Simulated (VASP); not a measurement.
Data:

```yaml
crystal:
  lattice:
    - [0.00000, 2.88650, 2.88650]
    - [2.88650, 0.00000, 2.88650]
    - [2.88650, 2.88650, 0.00000]
  atoms:
    - { symbol: La, position: [0.00000, 0.00000, 0.00000] }
    - { symbol: C, position: [0.25000, 0.25000, 0.25000] }
```

These are PBE GGA, VASP's PBE PAW potentials (set 64) (plane waves; VASP) values and carry that method's errors. Run with 520 eV cut-off, 12×12×12 Γ-centred mesh, tetrahedra with Blöchl corrections, potentials La C.

Estimate the energy per atom (σ→0), band gap (on the k-mesh) with the smallest direct gap where there is one.

The band gap (on the k-mesh) is none (metal, semimetal or under 0.01 eV) and the energy per atom (σ→0) is -6.528 eV/atom.

Only differences to runs with the same potentials and settings are physical.

The structure was generated: LaC was put into the zinc blende type (F-43m), which need not be its known phase. It was relaxed first, which changed the volume by -31 %. The electron count is odd and the run is not spin-polarised, which forces a metal.
